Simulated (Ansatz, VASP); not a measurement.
# Cross-check of SbSI (1T-SbSI 3 layers, AA) between VASP and Ansatz, part 2 of 2

Wanted: the spread between two codes on one cell, functional and k mesh. Of the first pair: The structure shown is the start of the Ansatz relaxation below; VASP solves that cell, so the two are compared at the walk's first step.

VASP 6.6.1 and Ansatz 0.2.0.

So far: The starting structure; Ansatz: relaxation, PBE with D4.

**3. VASP: single point, PBE with D4, start cell, pair 1**

Level of this step: PBE with D4; plane waves and PAW (I, Sb, S) (VASP).

The same cell, functional, mesh and smearing now go to VASP, with its own data sets.

Lines of VASP's logs that name or quote its potential files are left out, and so is its time.

The input, INCAR:

```
SYSTEM = SbSI
PREC = Accurate
ENCUT = 400
EDIFF = 1E-06
NELM = 120
ISMEAR = -1
SIGMA = 0.05
LREAL = .FALSE.
ALGO = Normal
GGA = PE
IVDW = 13
NBANDS = 36
LORBIT = 11
LWAVE = .FALSE.
LCHARG = .FALSE.
ISIF = 2
LDIPOL = .TRUE.
IDIPOL = 3
DIPOL = 0.5 0.5 0.502
LVHAR = .TRUE.
LASPH = .TRUE.
GGA_COMPAT = .FALSE.
EFERMI = MIDGAP
NELMDL = -8
KPAR = 2
```

The input, POSCAR:

```
SbSI
1.0
    4.1370000000      0.0000000000      0.0000000000
   -2.0685000000      3.5827470000      0.0000000000
    0.0000000000      0.0000000000     60.8157790000
I Sb S
3 3 3
Direct
    0.6666666667      0.3333333333      0.3773691693
    0.6666666667      0.3333333333      0.4763883071
    0.6666666667      0.3333333333      0.5754074613
    0.0000000000      0.0000000000      0.4069026724
    0.0000000000      0.0000000000      0.5059218102
    0.0000000000      0.0000000000      0.6049409644
    0.3333333333      0.6666666667      0.4245925387
    0.3333333333      0.6666666667      0.5236116929
    0.3333333333      0.6666666667      0.6226308307
```

The input, KPOINTS:

```
Automatic mesh
0
Gamma
12 12 1
0 0 0
```

PAW data sets: I, Sb and S (PBE family, release 64).

Command:

```bash
mpirun -np 2 vasp_std
```

Numbers of over 12 decimals in the logs are rounded to 6 here.

Log:

```text
[banner, memory and clock lines left out]
running    2 mpi-ranks, on    1 nodes
 distrk:  each k-point on    1 cores,    2 groups
 distr:  one band on    1 cores,    1 groups

 POSCAR found type information on POSCAR I SbS
 POSCAR found :  3 types and       9 ions
 LDA part: xc-table for (Slater+PW92), standard interpolation
|                                                                             |
|           W    W    AA    RRRRR   N    N  II  N    N   GGGG   !!!           |
|           W    W   A  A   R    R  NN   N  II  NN   N  G    G  !!!           |
|           W    W  A    A  R    R  N N  N  II  N N  N  G       !!!           |
|           W WW W  AAAAAA  RRRRR   N  N N  II  N  N N  G  GGG   !            |
|           WW  WW  A    A  R   R   N   NN  II  N   NN  G    G                |
|           W    W  A    A  R    R  N    N  II  N    N   GGGG   !!!           |
|                                                                             |
|     One of the lattice vectors is very long (>50 A), but AMIN is rather     |
|     large. This can spoil convergence since charge sloshing might occur     |
|     along the long lattice vector. If problems with convergence are         |
|     observed, try to decrease AMIN to a smaller value (e.g. 0.01).          |
|     Note: This warning only applies if the self-consistency cycle is        |
|     used.                                                                   |
|                                                                             |

 POSCAR, INCAR and KPOINTS ok, starting setup
 FFT: planning ... GRIDC
 FFT: planning ... GRID_SOFT
 FFT: planning ... GRID
 WAVECAR not read
 entering main loop
       N       E                     dE             d eps       ncg     rms          rms(c)
DAV:   1     0.411230897332E+03    0.41123E+03   -0.14285E+04  1416   0.852E+02
DAV:   2     0.405320090560E+02   -0.37070E+03   -0.36019E+03  2064   0.175E+02
DAV:   3    -0.286347207323E+02   -0.69167E+02   -0.68302E+02  1648   0.823E+01
DAV:   4    -0.319990458678E+02   -0.33643E+01   -0.33347E+01  1836   0.224E+01
DAV:   5    -0.320762640415E+02   -0.77218E-01   -0.77001E-01  1924   0.364E+00
DAV:   6    -0.320782010363E+02   -0.19370E-02   -0.19363E-02  1844   0.512E-01
DAV:   7    -0.320782927398E+02   -0.91703E-04   -0.91701E-04  2020   0.102E-01
DAV:   8    -0.320782940962E+02   -0.13564E-05   -0.13558E-05  1516   0.108E-02    0.134E+01
DAV:   9    -0.304484963668E+02    0.16298E+01   -0.40796E+00  1804   0.140E+01    0.104E+01
DAV:  10    -0.397907423924E+02   -0.93422E+01   -0.32523E+01  1828   0.208E+01    0.175E+01
DAV:  11    -0.305958029820E+02    0.91949E+01   -0.20243E+02  1884   0.164E+01    0.458E+00
DAV:  12    -0.304882383490E+02    0.10756E+00   -0.39599E+00  1620   0.520E+00    0.304E+00
DAV:  13    -0.304705757387E+02    0.17663E-01   -0.31848E-01  1656   0.253E+00    0.127E+00
DAV:  14    -0.304519059641E+02    0.18670E-01   -0.44147E-02  1632   0.886E-01    0.943E-01
[...]
DAV:  24    -0.304361536329E+02   -0.34468E-04   -0.83549E-05  1452   0.340E-02    0.400E-02
DAV:  25    -0.304361521554E+02    0.14774E-05   -0.24248E-06  1304   0.596E-03    0.405E-02
DAV:  26    -0.304361498974E+02    0.22581E-05   -0.15410E-07   796   0.210E-03    0.408E-02
DAV:  27    -0.304361989707E+02   -0.49073E-04   -0.28997E-06  1256   0.156E-02    0.458E-02
DAV:  28    -0.304365983812E+02   -0.39941E-03   -0.99090E-05  1876   0.880E-02    0.785E-02
DAV:  29    -0.304366290273E+02   -0.30646E-04   -0.42791E-05  1548   0.220E-02    0.102E-01
DAV:  30    -0.304366663039E+02   -0.37277E-04   -0.19834E-06  1348   0.930E-03    0.106E-01
DAV:  31    -0.304366662981E+02    0.58003E-08   -0.75591E-07   840   0.342E-03
   1 F= -.33674925E+02 E0= -.33672154E+02  d E =-.554229E-02
```

Parts of OUTCAR (step 3):

```text
ion  position               nearest neighbor table
   1  0.667  0.333  0.377-   4 2.99   4 2.99   4 2.99
   2  0.667  0.333  0.476-   5 2.99   5 2.99   5 2.99
   3  0.667  0.333  0.575-   6 2.99   6 2.99   6 2.99
   4  0.000  0.000  0.407-   7 2.62   7 2.62   7 2.62   1 2.99   1 2.99   1 2.99
   5  0.000  0.000  0.506-   8 2.62   8 2.62   8 2.62   2 2.99   2 2.99   2 2.99
   6  0.000  0.000  0.605-   9 2.62   9 2.62   9 2.62   3 2.99   3 2.99   3 2.99
   7  0.333  0.667  0.425-   4 2.62   4 2.62   4 2.62
   8  0.333  0.667  0.524-   5 2.62   5 2.62   5 2.62
   9  0.333  0.667  0.623-   6 2.62   6 2.62   6 2.62

  LATTYP: Found a hexagonal cell.
 ALAT       =     4.1370000000
 C/A-ratio  =    14.7004541939

 Subroutine GETGRP returns: Found  6 space group operations
 (whereof  6 operations were pure point group operations)

The static configuration has the point symmetry C_3v.

 Found     19 irreducible k-points:

   k-points           NKPTS =     19   k-points in BZ     NKDIM =     19   number of bands    NBANDS=     36

   dimension x,y,z NGX =    28 NGY =   28 NGZ =  400
   dimension x,y,z NGXF=    56 NGYF=   56 NGZF=  800

   ENCUT  =  400.0 eV  29.40 Ry    5.42 a.u.   6.75  6.75 99.18*2*pi/ulx,y,z

   NELECT =      54.0000    total number of electrons

 k-points in reciprocal lattice and weights: Automatic mesh
   0.00000000  0.00000000  0.00000000       0.007
   0.08333333 -0.00000000  0.00000000       0.042
   0.16666667  0.00000000  0.00000000       0.042
   0.25000000  0.00000000  0.00000000       0.042
   0.33333333  0.00000000  0.00000000       0.042
   0.41666667  0.00000000  0.00000000       0.042
   0.50000000  0.00000000  0.00000000       0.021
   0.08333333  0.08333333  0.00000000       0.042
   0.16666667  0.08333333  0.00000000       0.083
[...]
0.33333333  0.25000000  0.00000000       0.083
   0.33333333  0.33333333  0.00000000       0.014

 dipolmoment           0.000000      0.000000      0.136091 electrons x Angstroem

 average (electrostatic) potential at core
       1 -98.8937       2 -98.4379       3 -97.9481       4 -96.0318       5 -95.5737
       6 -95.0744       7 -93.8956       8 -93.4186       9 -92.9075

 E-fermi :  -1.8961

 k-point     1 :       0.0000    0.0000    0.0000
  band No.  band energies     occupation
    ...
     24      -3.7540      2.00000
     25      -3.5707      2.00000
     26      -3.2286      2.00000
     27      -2.9492      2.00000
     28      -2.0119      1.82027
     29      -1.5122      0.00093
     30      -0.9968      0.00000
     31      -0.8905      0.00000
     32      -0.8905      0.00000
     33      -0.4126      0.00000
    ...

 k-point     2 :       0.0833   -0.0000    0.0000
  band No.  band energies     occupation
    ...
     23      -3.7268      2.00000
     24      -3.6721      2.00000
     25      -3.4370      2.00000
     26      -2.9540      2.00000
     27      -2.9017      2.00000
     28      -1.7957      0.23664
     29      -1.3329      0.00003
     30      -0.8219      0.00000
     31      -0.7990      0.00000
     32      -0.7549      0.00000
    ...

 k-point     3 :       0.1667    0.0000    0.0000
  band No.  band energies     occupation
    ...
     23      -3.5799      2.00000
     24      -3.4113      2.00000
     25      -3.2473      2.00000
     26      -2.8958      2.00000
     27      -2.4527      1.99997
     28      -1.6218      0.00825
     29      -1.1336      0.00000
     30      -0.6361      0.00000
     31      -0.3817      0.00000
     32      -0.2898      0.00000
    ...

  DFT-D4 for vdW energy calculation

  Edisp (eV):   -3.23826

  Total       6.08742     6.08742    12.41425     0.00000    -0.00000     0.00000
  in kB      10.81997    10.81997    22.06547     0.00000    -0.00000     0.00000
  external pressure =       14.57 kB  Pullay stress =        0.00 kB

  energy-cutoff  :      400.00
  volume of cell :      901.40
      direct lattice vectors                 reciprocal lattice vectors
     4.137000000  0.000000000  0.000000000     0.241721054  0.139557719  0.000000000
    -2.068500000  3.582747000  0.000000000     0.000000000  0.279115439  0.000000000
     0.000000000  0.000000000 60.815779000     0.000000000  0.000000000  0.016443101

 POSITION                                       TOTAL-FORCE (eV/Angst)
 -----------------------------------------------------------------------------------
      2.06850      1.19425     22.95000         0.000000     -0.000000     -1.737362
      2.06850      1.19425     28.97193        -0.000000      0.000000     -1.777908
      2.06850      1.19425     34.99385        -0.000000      0.000000     -1.774489
      0.00000      0.00000     24.74610        -0.000000      0.000000      0.677701
      0.00000      0.00000     30.76803         0.000000     -0.000000      0.688889
      0.00000      0.00000     36.78996        -0.000000      0.000000      0.665824
     -0.00000      2.38850     25.82193        -0.000000      0.000000      1.100669
     -0.00000      2.38850     31.84385         0.000000      0.000000      1.090049
     -0.00000      2.38850     37.86578        -0.000000      0.000000      1.066627
 -----------------------------------------------------------------------------------
    total drift:                               -0.000000      0.000002     -0.002019

  FREE ENERGIE OF THE ION-ELECTRON SYSTEM (eV)
  ---------------------------------------------------
  free  energy   TOTEN  =       -33.6749252370 eV

  energy  without entropy=      -33.6693829515  energy(sigma->0) =      -33.67215409

 vacuum level on the upper side and lower side of the slab         3.938         2.277

 total charge
# of ion       s       p       d       tot
------------------------------------------
    1        1.520   2.774   0.031   4.324
    2        1.521   2.768   0.032   4.321
    3        1.521   2.766   0.032   4.319
    4        1.349   0.881   0.080   2.310
    5        1.348   0.879   0.081   2.307
    6        1.345   0.876   0.081   2.302
    7        1.362   2.335   0.000   3.698
    8        1.362   2.334   0.000   3.695
    9        1.360   2.333   0.000   3.693
--------------------------------------------------
tot         12.688  17.946   0.336  30.970

[... 3 further parts left out ...]
```

**4. Differences**

Known differences besides the potentials themselves: Ansatz cuts the interaction across the vacuum, VASP repeats the sheet with a dipole correction (LDIPOL); the data sets hold 114 valence electrons in Ansatz (on its default PAW (the set named soft_2) files) and 54 in VASP; the cutoff is 420 eV in Ansatz and 400 eV in VASP. Total energies have different zeros and are not compared.

Forces (eV/Å; atoms numbered as in POSCAR):

| atom | Ansatz x, y, z | VASP x, y, z |
| --- | --- | --- |
| I1 | 0.000, 0.000, -1.756 | 0.000, 0.000, -1.737 |
| I2 | 0.000, 0.000, -1.785 | 0.000, 0.000, -1.778 |
| I3 | 0.000, 0.000, -1.795 | 0.000, 0.000, -1.774 |
| Sb4 | 0.000, 0.000, 0.694 | 0.000, 0.000, 0.678 |
| Sb5 | 0.000, 0.000, 0.681 | 0.000, 0.000, 0.689 |
| Sb6 | 0.000, 0.000, 0.663 | 0.000, 0.000, 0.666 |
| S7 | 0.000, 0.000, 1.111 | 0.000, 0.000, 1.101 |
| S8 | 0.000, 0.000, 1.104 | 0.000, 0.000, 1.090 |
| S9 | 0.000, 0.000, 1.082 | 0.000, 0.000, 1.067 |

The forces differ by 8.0 meV/Å r.m.s., which is 1.1 % of the r.m.s. force of 0.726 eV/Å (both taken over all components). VASP's last cycles still show a density residual of 1e-02, so its state may not be settled. Where the cell holds vacuum, a pressure given here is an average over it and none of the material.

**5. Ansatz: relaxation, PBE with D4**

This run makes the geometry at which the two programs are then compared.

The structure compared here is the end of the Ansatz relaxation.

This is the run of step 2 again, met here at its other cell.

**6. VASP: single point, PBE with D4, relaxed cell, pair 2**

The same cell, functional, mesh and smearing now go to VASP, with its own data sets.

INCAR is that of step 3.

The input, POSCAR:

```
SbSI
1.0
    4.0206406789      0.0000000000      0.0000000000
   -2.0103203394      3.4819769674      0.0000000000
    0.0000000000      0.0000000000     60.8157793485
I Sb S
3 3 3
Direct
    0.6666666667      0.3333333333      0.3650221503
    0.6666666667      0.3333333333      0.4712025343
    0.6666666667      0.3333333333      0.5773411636
    0.0000000000      0.0000000000      0.4002685037
    0.0000000000      0.0000000000      0.5064334298
    0.0000000000      0.0000000000      0.6125944789
    0.3333333333      0.6666666667      0.4221465004
    0.3333333333      0.6666666667      0.5282893625
    0.3333333333      0.6666666667      0.6344673150
```

KPOINTS is that of step 3.

Command:

```bash
mpirun -np 2 vasp_std
```

Log:

```text
[banner, memory and clock lines left out]
running    2 mpi-ranks, on    1 nodes
[...]
LDA part: xc-table for (Slater+PW92), standard interpolation
 [... a notice as in an earlier step ...]

 POSCAR, INCAR and KPOINTS ok, starting setup
[...]
entering main loop
       N       E                     dE             d eps       ncg     rms          rms(c)
DAV:   1     0.398780431637E+03    0.39878E+03   -0.14492E+04  1416   0.862E+02
DAV:   2     0.363428409446E+02   -0.36244E+03   -0.35233E+03  2064   0.175E+02
DAV:   3    -0.296310425456E+02   -0.65974E+02   -0.65122E+02  1592   0.809E+01
DAV:   4    -0.329362722604E+02   -0.33052E+01   -0.32683E+01  1828   0.223E+01
[...]
DAV:  27    -0.316021102640E+02   -0.28308E-04   -0.36259E-06  1256   0.515E-03    0.356E-03
DAV:  28    -0.316021173001E+02   -0.70361E-05   -0.59061E-07  1096   0.333E-03    0.277E-03
DAV:  29    -0.316021179514E+02   -0.65128E-06   -0.13072E-07   684   0.136E-03
   1 F= -.34818930E+02 E0= -.34818928E+02  d E =-.281908E-05
```

Parts of OUTCAR (step 6):

```text
  Edisp (eV):   -3.21681

  Total      -0.16710    -0.16710    -0.14386    -0.00000     0.00000     0.00000
  in kB      -0.31445    -0.31445    -0.27072    -0.00000     0.00000     0.00000
  external pressure =       -0.30 kB  Pullay stress =        0.00 kB

 POSITION                                       TOTAL-FORCE (eV/Angst)
 -----------------------------------------------------------------------------------
      2.01032      1.16066     22.19911        -0.000000     -0.000000      0.016392
      2.01032      1.16066     28.65655        -0.000000     -0.000000      0.017973
      2.01032      1.16066     35.11145        -0.000000     -0.000000      0.020743
      0.00000      0.00000     24.34264        -0.000000      0.000000     -0.013987
      0.00000      0.00000     30.79914         0.000000     -0.000000     -0.008392
      0.00000      0.00000     37.25541         0.000000     -0.000000     -0.005161
     -0.00000      2.32132     25.67317         0.000000     -0.000000     -0.010465
     -0.00000      2.32132     32.12833        -0.000000     -0.000000     -0.009598
     -0.00000      2.32132     38.58562        -0.000000     -0.000000     -0.007505
 -----------------------------------------------------------------------------------
    total drift:                               -0.000001      0.000000      0.000954

  FREE ENERGIE OF THE ION-ELECTRON SYSTEM (eV)
  ---------------------------------------------------
  free  energy   TOTEN  =       -34.8189297739 eV

  energy  without entropy=      -34.8189269548  energy(sigma->0) =      -34.81892836

[... 1 part as in an earlier step ...]

[... 2 further parts left out ...]
[key lines of the parts left out:]
E-fermi :  -1.6627
```

**7. Differences**

What differs besides the data sets and the points named for the pairs above, as far as they apply: the data sets hold 114 valence electrons in Ansatz (on its default PAW (the set named soft_2) files) and 54 in VASP. Total energies have different zeros and are not compared.

Compared:

| quantity | Ansatz | VASP | difference |
| --- | --- | --- | --- |
| gap on the k mesh (eV) | 1.034 | 1.044 | -0.010 |

The largest component of a force difference here is 21 meV/Å. A gap on the mesh is an upper bound, since the band edges may lie between its points. Where the cell holds vacuum, a pressure given here is an average over it and none of the material.

**8. Outcome**

```
r.m.s. force difference (single point, PBE with D4, start cell, pair 1)           : 1.1 % of the r.m.s. force
difference in gap on the k mesh (single point, PBE with D4, relaxed cell, pair 2) : -0.0097 eV
r.m.s. force difference (single point, PBE with D4, relaxed cell, pair 2)         : 7.8 meV/Å
```

In words: The r.m.s. force difference is 7.8 meV/Å (single point, PBE with D4, relaxed cell, pair 2), within the 12 meV/Å picked in this series as the mark of a large difference. The data sets hold unlike numbers of valence electrons (114 in Ansatz and 54 in VASP), so part of the differences may come from the potentials. How closely two codes agree says nothing of how well the functional describes the real material.

[Lines on the potential files, build, host, timing and source positions are cut from VASP's logs without a mark.]

[Logs are printed without paths, hosts, clocks, repeated set-up lines and the standing remarks that a program may print on its own settings, such as how far it seeks lower states.]

[Hosts, paths, dates, database ids (printed as entryN), source tags and the programs' standing remarks are cut or masked in the printed files.]
